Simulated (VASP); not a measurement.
Computed with PBEsol GGA, VASP's PBE PAW potentials (set 64) (plane waves; VASP 6.6.1).

A VASP calculation is set up with these files.

**POSCAR**
```
BBi
1
    3.4800000000     0.0000000000     0.0000000000
   -1.7400000000     3.0137680000     0.0000000000
    0.0000000000     0.0000000000     5.8000000000
B Bi
2 2
Direct
  0.0000000000   0.0000000000   0.0000000000
  0.0000000000   0.0000000000   0.5000000000
  0.3333330000   0.6666670000   0.2500000000
  0.6666670000   0.3333330000   0.7500000000
```

**KPOINTS**
```
Automatic mesh
0
Gamma
8 8 4
0 0 0
```

### INCAR
```
ALGO = Normal
EDIFF = 1E-6
EDIFFG = -0.01
ENCUT = 520
GGA = PS
IBRION = 2
ISIF = 3
ISMEAR = 0
LASPH = T
LCHARG = F
LMAXMIX = 4
LREAL = F
LWAVE = F
NELM = 100
NSW = 60
PREC = Accurate
SIGMA = 0.05
SYSTEM = BBi
```

POTCAR, in this order: B Bi_d (PBE.64 set). Program: vasp_std.

**Question.** What will the output report for the number of irreducible k-points (NKPTS), number of bands (NBANDS), largest plane-wave count, number of space-group operations, FFT grid (NGX, NGY, NGZ)?

**Answer.** 
```json
{
 "number of irreducible k-points (NKPTS)": "30",
 "number of bands (NBANDS)": "22",
 "largest_plane_wave_count": "1677",
 "number_of_space_group_operations": "24",
 "FFT grid (NGX, NGY, NGZ)": "28 × 28 × 48"
}
```

The structure was generated: BBi was put into the NiAs type type (P6_3/mmc), which need not be its known phase. This run relaxes it. Symmetry was kept, so distortions that lower it aren't found.
